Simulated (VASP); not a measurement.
# Au (Gold): how cutoff and mesh change the relaxed cell, part 2 of 2

How far does the relaxed cell of Au (Gold) depend on cutoff and k mesh? The starting structure is a measured crystal structure from the Crystallography Open Database.

VASP 6.6.1.

Results so far: reference 16.99 Å³ an atom; a cutoff of 230 eV 16.68 Å³ an atom; a 6×6×6 mesh 17.13 Å³ an atom.

## 5. Relaxation with a cutoff of 390 eV (continued)

Level of this step: PBEsol; plane waves and PAW (Au) (VASP).

Parts of OUTCAR (step 5):

```text
  Total       -0.0006786     -0.0006786     -0.0006786      0.0000000      0.0000000     -0.0000000
  in kB       -0.0640480     -0.0640480     -0.0640480      0.0000000      0.0000000     -0.0000000
  external PRESSURE =      -0.0640480 kB  Pullay stress =       0.0000000 kB

 POSITION                                       TOTAL-FORCE (eV/Angst)
 -----------------------------------------------------------------------------------
      0.00000      0.00000      0.00000         0.000000      0.000000     -0.000000
 -----------------------------------------------------------------------------------
    total drift:                               -0.000000     -0.000000     -0.000000

  FREE ENERGIE OF THE ION-ELECTRON SYSTEM (eV)
  ---------------------------------------------------
  free  energy   TOTEN  =        -3.9144746365 eV

  energy  without entropy=       -3.9148631070  energy(sigma->0) =       -3.91460413

[... 2 parts as in an earlier step ...]

[... 2 further parts left out ...]
[key lines of the parts left out:]
E-fermi :   9.2254
```

With a cutoff of 390 eV the cell ends at 16.976 Å³ an atom, -0.09 % from the reference; the bulk modulus is 173.0 GPa against 172.3 GPa.

## 6. Relaxation with a 16×16×16 mesh

Against step 2 the input has a 16×16×16 mesh.

File INCAR:

```
SYSTEM = Au
PREC = Accurate
ENCUT = 450
EDIFF = 1E-06
NELM = 100
ISMEAR = 1
SIGMA = 0.1
LREAL = .FALSE.
ALGO = Normal
GGA = PS
LORBIT = 11
LWAVE = .FALSE.
LCHARG = .FALSE.
KPAR = 2
IBRION = 2
NSW = 50
ISIF = 3
EDIFFG = -0.01
```

File POSCAR:

```
Au
1.0
    0.0000000000      2.0391250000      2.0391250000
    2.0391250000      0.0000000000      2.0391250000
    2.0391250000      2.0391250000      0.0000000000
Au
1
Direct
    0.0000000000      0.0000000000      0.0000000000
```

File KPOINTS:

```
Automatic mesh
0
Gamma
16 16 16
0 0 0
```

The projector-augmented-wave data sets are Au (PBE family, release 64).

Command:

```
> mpirun -np 2 vasp_std
```

What it wrote:

```text
[... set-up lines as in an earlier step ...]
 entering main loop
       N       E                     dE             d eps       ncg     rms          rms(c)
DAV:   1     0.347308269011E+02    0.34731E+02   -0.52830E+03  3002   0.954E+02
DAV:   2    -0.398796604033E+01   -0.38719E+02   -0.36068E+02  2674   0.182E+02
DAV:   3    -0.426026368011E+01   -0.27230E+00   -0.27189E+00  3136   0.162E+01
DAV:   4    -0.426092494782E+01   -0.66127E-03   -0.66125E-03  2974   0.839E-01
[...]
DAV:   9    -0.392366477404E+01    0.93045E-05   -0.66525E-06  2903   0.292E-02    0.146E-02
DAV:  10    -0.392366842456E+01   -0.36505E-05   -0.10240E-06  2692   0.108E-02    0.192E-03
DAV:  11    -0.392366849765E+01   -0.73095E-07   -0.33303E-08  1323   0.189E-03
   1 F= -.39236685E+01 E0= -.39236270E+01  d E =-.392367E+01
[...]
N       E                     dE             d eps       ncg     rms          rms(c)
DAV:   1    -0.393018460754E+01   -0.65162E-02   -0.13962E-01  2651   0.420E+00    0.486E-01
DAV:   2    -0.392382849338E+01    0.63561E-02   -0.21503E-02  2633   0.143E+00    0.208E-01
DAV:   3    -0.392354125091E+01    0.28724E-03   -0.13079E-03  2672   0.334E-01    0.149E-01
DAV:   4    -0.392353359936E+01    0.76516E-05   -0.45519E-05  2787   0.557E-02    0.320E-03
DAV:   5    -0.392353351819E+01    0.81177E-07   -0.76233E-07  2213   0.804E-03
   2 F= -.39235335E+01 E0= -.39234968E+01  d E =0.134979E-03
 trial-energy change:    0.000135  1 .order    0.000124   -0.000375    0.000623
 step:   0.3604(harm=  0.3760)  dis= 0.00000  next Energy=    -3.923736 (dE=-0.671E-04)
[...]
N       E                     dE             d eps       ncg     rms          rms(c)
DAV:   1    -0.392644989892E+01   -0.29163E-02   -0.57038E-02  2651   0.268E+00    0.310E-01
DAV:   2    -0.392384468559E+01    0.26052E-02   -0.87906E-03  2634   0.910E-01    0.127E-01
DAV:   3    -0.392373127766E+01    0.11341E-03   -0.55162E-04  2672   0.217E-01    0.907E-02
DAV:   4    -0.392373565933E+01   -0.43817E-05   -0.20196E-05  2787   0.377E-02    0.306E-03
DAV:   5    -0.392373575257E+01   -0.93242E-07   -0.30630E-07  1578   0.588E-03
   3 F= -.39237358E+01 E0= -.39236962E+01  d E =-.672549E-04
[...]
reached required accuracy - stopping structural energy minimisation
```

Run time: 30 s. Hardware: 2 MPI ranks of AMD EPYC 7R43, shared host; peak memory 0.21 GiB; 58 s of CPU time.

OUTCAR, selected parts (step 6):

```text
  Total       -0.0001643     -0.0001643     -0.0001643      0.0000000      0.0000000     -0.0000000
  in kB       -0.0154816     -0.0154816     -0.0154816      0.0000000      0.0000000     -0.0000000
  external PRESSURE =      -0.0154816 kB  Pullay stress =       0.0000000 kB

 POSITION                                       TOTAL-FORCE (eV/Angst)
 -----------------------------------------------------------------------------------
      0.00000      0.00000      0.00000         0.000000     -0.000000      0.000000
 -----------------------------------------------------------------------------------
    total drift:                               -0.000000     -0.000000     -0.000000

  FREE ENERGIE OF THE ION-ELECTRON SYSTEM (eV)
  ---------------------------------------------------
  free  energy   TOTEN  =        -3.9237357526 eV

  energy  without entropy=       -3.9236170591  energy(sigma->0) =       -3.92369619

[... 1 part as in an earlier step ...]

[... 3 further parts left out ...]
[key lines of the parts left out:]
E-fermi :   9.2799
```

With a 16×16×16 mesh the cell ends at 17.003 Å³ an atom, +0.07 % from the reference; the bulk modulus is 176.8 GPa against 172.3 GPa.

## 7. Comparison

```csv
run,volume (Å³/atom),change (%),bulk modulus (GPa),pressure left (GPa),core minutes
reference,16.991,-,172.3,0.0,0.647
a cutoff of 230 eV,16.681,-1.83,188.2,-0.06,0.267
a 6×6×6 mesh,17.129,0.81,174.3,0.0,0.253
a cutoff of 390 eV,16.976,-0.09,173.0,-0.01,0.46
a 16×16×16 mesh,17.003,0.07,176.8,0.0,1.0
```

Core minutes are wall time times ranks, summed over the relaxations behind a row (those for a bulk modulus apart), on shared hosts.

## 8. Outcome

```json
{
 "volume of the reference": "16.99 Å³/atom",
 "volume against the reference, a cutoff of 230 eV": "-1.83 %",
 "volume against the reference, a 6×6×6 mesh": "+0.81 %",
 "volume against the reference, a cutoff of 390 eV": "-0.09 %",
 "volume against the reference, a 16×16×16 mesh": "+0.07 %"
}
```

In words: The volume moves most with a cutoff of 230 eV: -1.83 % against the reference (450 eV, 12×12×12 mesh). On finer settings it changes by +0.07 % with a 16×16×16 mesh. The relaxations stop with up to 0.06 GPa left, which at the bulk modulus found here is 0.04 % of the volume. A cell that shrinks at the lower cutoff is the usual mark of Pulay stress, the error that a plane-wave basis makes when it is kept while the volume changes. The bulk modulus is more sensitive: it changes by +9.3 % with a cutoff of 230 eV. Further runs on this material are not shown.

[Lines on the potential files, build, host, timing and source positions are cut from VASP's logs without a mark.]

[Logs are printed without paths, hosts, clocks, repeated set-up lines and the standing remarks that a program may print on its own settings, such as how far it seeks lower states.]

[Hosts, paths, dates, database ids (printed as entryN), source tags and the programs' standing remarks are cut or masked in the printed files.]
